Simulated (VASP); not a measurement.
Level of theory: LDA (Ceperley-Alder, Perdew-Zunger), VASP's LDA PAW potentials (set 64) (plane waves; VASP). Each cell was relaxed at this level.

Task: Which of these has an unstable (imaginary) mode at Γ?
A) SnBr2, P-3m1 (164)
B) CaO, Fm-3m (225)
C) HfPbO3, Pm-3m (221)
D) Pd, P6_3/mmc (194)

Result: C, HfPbO3, Pm-3m (221). Its optical Γ-point modes are 122i (×3), 105 (×3), 145 (×3), 600 (×3) cm⁻¹.
